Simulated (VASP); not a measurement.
Calculation: revTPSS meta-GGA, VASP's PBE PAW potentials (set 64) (plane waves; VASP).

VASP ran on this input.

KPOINTS:
```
Automatic mesh
0
Gamma
10 10 10
0 0 0
```

**POSCAR**
```
GaN
1
    0.0000000000     2.3036806393     2.3036806393
    2.3036806393     0.0000000000     2.3036806393
    2.3036806393     2.3036806393     0.0000000000
Ga N
1 1
Direct
  0.0000000000   0.0000000000   0.0000000000
  0.2500000000   0.2500000000   0.2500000000
```

INCAR:
```
LREAL = .FALSE.
LMIXTAU = .TRUE.
ISMEAR = 0
ALGO = Normal   ! blocked Davidson
NELM = 100   ! most electronic steps
SIGMA = 0.05   ! width (eV)
LCHARG = .FALSE.
LASPH = .TRUE.   ! aspherical one-centre terms
SYSTEM = GaN
PREC = Accurate
ENCUT = 520   ! plane-wave cut-off (eV)
EDIFF = 1E-7   ! SCF stop (eV)
ISIF = 2
LMAXMIX = 4
LWAVE = .FALSE.
METAGGA = RTPSS
```

POTCAR, in this order: Ga_d N (PBE.64 set). Program: vasp_std.

Output of the run:

File OSZICAR:
```
       N       E                     dE             d eps       ncg     rms          rms(c)
DAV:   1    -0.252486229269E+04   -0.25249E+04   -0.36220E+05  1264   0.798E+05
DAV:   2    -0.266327019922E+05   -0.24108E+05   -0.24052E+05  1810   0.503E+03
DAV:   3    -0.273395605426E+05   -0.70686E+03   -0.70203E+03  1988   0.297E+03
DAV:   4    -0.270017363884E+05    0.33782E+03   -0.50595E+02  1963   0.579E+02
DAV:   5    -0.273389497319E+05   -0.33721E+03   -0.29201E+03  1992   0.115E+02    0.870E+00
DAV:   6    -0.900704330718E+01    0.27330E+05   -0.53129E+03  1430   0.932E+01    0.840E+00
DAV:   7    -0.828834570493E+01    0.71870E+00   -0.23410E+00  1399   0.141E+01    0.639E+00
DAV:   8    -0.739626648326E+01    0.89208E+00   -0.28269E+00  1432   0.201E+01    0.889E-01
DAV:   9    -0.834587281861E+01   -0.94961E+00   -0.72032E-01  1380   0.113E+01    0.120E+00
DAV:  10    -0.759431202994E+01    0.75156E+00   -0.26762E-01  1252   0.548E+00    0.358E-01
DAV:  11    -0.765096225690E+01   -0.56650E-01   -0.14948E-01  1377   0.467E+00    0.582E-01
DAV:  12    -0.764408899940E+01    0.68733E-02   -0.77492E-03  1312   0.119E+00    0.594E-01
DAV:  13    -0.763665897455E+01    0.74300E-02   -0.10720E-03  1347   0.413E-01    0.542E-01
DAV:  14    -0.126461916473E+06   -0.12645E+06   -0.12956E+06  1624   0.564E+05    0.640E+00
DAV:  15    -0.333136639525E+01    0.12646E+06   -0.34871E+03  1520   0.918E+01    0.183E+00
DAV:  16    -0.746197243367E+01   -0.41306E+01   -0.32204E+01  1340   0.153E+01    0.204E-01
DAV:  17    -0.774888706991E+01   -0.28691E+00   -0.20350E+00  1335   0.470E+00    0.369E-01
DAV:  18    -0.775311151730E+01   -0.42244E-02   -0.49284E-02  1454   0.137E+00    0.133E-01
DAV:  19    -0.775274939769E+01    0.36212E-03   -0.29392E-03  1364   0.500E-01    0.649E-02
DAV:  20    -0.774983035057E+01    0.29190E-02   -0.14250E-03  1397   0.369E-01    0.925E-02
DAV:  21    -0.774286903229E+01    0.69613E-02   -0.98740E-04  1242   0.334E-01    0.876E-02
DAV:  22    -0.774162730824E+01    0.12417E-02   -0.14209E-04  1487   0.157E-01    0.934E-02
DAV:  23    -0.774034749004E+01    0.12798E-02   -0.78973E-05  1222   0.120E-01    0.981E-02
DAV:  24    -0.774574616767E+01   -0.53987E-02   -0.24845E-04  1237   0.162E-01    0.108E-01
DAV:  25    -0.774485192031E+01    0.89425E-03   -0.15716E-05  1272   0.457E-02    0.105E-01
DAV:  26    -0.774530374592E+01   -0.45183E-03   -0.38587E-06  1412   0.191E-02    0.103E-01
DAV:  27    -0.774564086536E+01   -0.33712E-03   -0.22959E-06  1337   0.143E-02    0.101E-01
DAV:  28    -0.774601012749E+01   -0.36926E-03   -0.34440E-06  1257   0.170E-02    0.982E-02
DAV:  29    -0.774606734756E+01   -0.57220E-04   -0.13091E-07  1180   0.608E-03    0.980E-02
DAV:  30    -0.774628269428E+01   -0.21535E-03   -0.94013E-07  1262   0.886E-03    0.968E-02
DAV:  31    -0.774726137733E+01   -0.97868E-03   -0.19132E-05  1242   0.368E-02    0.896E-02
DAV:  32    -0.774844874307E+01   -0.11874E-02   -0.42089E-05  1337   0.527E-02    0.780E-02
DAV:  33    -0.774965255125E+01   -0.12038E-02   -0.56067E-05  1332   0.605E-02    0.646E-02
DAV:  34    -0.775044471145E+01   -0.79216E-03   -0.31190E-05  1392   0.442E-02    0.543E-02
DAV:  35    -0.775092457076E+01   -0.47986E-03   -0.13800E-05  1362   0.298E-02    0.483E-02
DAV:  36    -0.775116607371E+01   -0.24150E-03   -0.37076E-06  1392   0.150E-02    0.454E-02
DAV:  37    -0.775141306941E+01   -0.24700E-03   -0.35558E-06  1337   0.150E-02    0.434E-02
DAV:  38    -0.775175066906E+01   -0.33760E-03   -0.72884E-06  1357   0.210E-02    0.409E-02
DAV:  39    -0.775230976074E+01   -0.55909E-03   -0.22695E-05  1277   0.376E-02    0.370E-02
DAV:  40    -0.775327923167E+01   -0.96947E-03   -0.11416E-04  1327   0.833E-02    0.270E-02
DAV:  41    -0.775396252624E+01   -0.68329E-03   -0.13657E-04  1412   0.919E-02    0.153E-02
DAV:  42    -0.775419058314E+01   -0.22806E-03   -0.49323E-05  1372   0.564E-02    0.795E-03
DAV:  43    -0.775427381274E+01   -0.83230E-04   -0.25875E-05  1417   0.410E-02    0.266E-03
DAV:  44    -0.775428374774E+01   -0.99350E-05   -0.33256E-06  1412   0.153E-02    0.836E-04
DAV:  45    -0.775428529035E+01   -0.15426E-05   -0.38627E-07  1432   0.613E-03    0.266E-04
DAV:  46    -0.775428528097E+01    0.93764E-08   -0.43993E-08   971   0.242E-03
   1 F= -.77542853E+01 E0= -.77542853E+01  d E =-.207478E-13
```

OUTCAR:
```
------------------------ aborting loop because EDIFF is reached ----------------------------------------
  FORCE on cell =-STRESS in cart. coord.  units (eV):
  Direction    XX          YY          ZZ          XY          YZ          ZX
  --------------------------------------------------------------------------------------
  Total       -1.4691704     -1.4691704     -1.4691704     -0.0000000      0.0000000     -0.0000000
  in kB      -96.2688828    -96.2688828    -96.2688828     -0.0000000      0.0000000     -0.0000000
  external PRESSURE =     -96.2688828 kB  Pullay stress =       0.0000000 kB
  volume of cell :       24.45
      direct lattice vectors                 reciprocal lattice vectors
     0.000000000  2.303680639  2.303680639    -0.217043974  0.217043974  0.217043974
     2.303680639  0.000000000  2.303680639     0.217043974 -0.217043974  0.217043974
     2.303680639  2.303680639  0.000000000     0.217043974  0.217043974 -0.217043974
  FREE ENERGIE OF THE ION-ELECTRON SYSTEM (eV)
  ---------------------------------------------------
  free  energy   TOTEN  =        -7.7542852810 eV

  energy  without entropy=       -7.7542852810  energy(sigma->0) =       -7.75428528
```
(Selected blocks of OUTCAR.)

The compound is GaN in the zinc blende structure, a metastable form; wurtzite is the usual one. This cell is one point of a volume scan, at 1.06 of the reference volume.
